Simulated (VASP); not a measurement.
Here is the system:

```
CELL_PARAMETERS angstrom
      0.00000     2.16628     2.16628
      2.16628     0.00000     2.16628
      2.16628     2.16628     0.00000
ATOMIC_POSITIONS crystal
  Ti 0.00000 0.00000 0.00000
  C  0.50000 0.50000 0.50000
```

Level of theory: r2SCAN meta-GGA, VASP's PBE PAW potentials (set 64) (plane waves; VASP 6.6.1). Numerical set-up: 600 eV cut-off, 14×14×14 Γ-centred mesh, first-order Methfessel-Paxton smearing of 0.10 eV, potentials Ti_sv C.

Task: The ions, cell shape and volume at an external pressure of 5.0 GPa are relaxed. Which structure does the run end with?

Result: 
```
CELL_PARAMETERS angstrom
      0.00000     2.15292     2.15292
      2.15292     0.00000     2.15292
      2.15292     2.15292     0.00000
ATOMIC_POSITIONS crystal
  Ti 0.00000 0.00000 0.00000
  C  0.50000 0.50000 0.50000
```
Space group Fm-3m (225), at a tolerance of 0.03 Å.

Task: How do energy and volume change from the first to the last step?

Result: The energy (σ→0) changes by +2.8 meV/atom and the volume by -1.8 %, in 3 ionic steps.

The compound is TiC in the rock salt structure. This run relaxes it under an external pressure of 5 GPa. Symmetry was kept, so distortions that lower it aren't found.
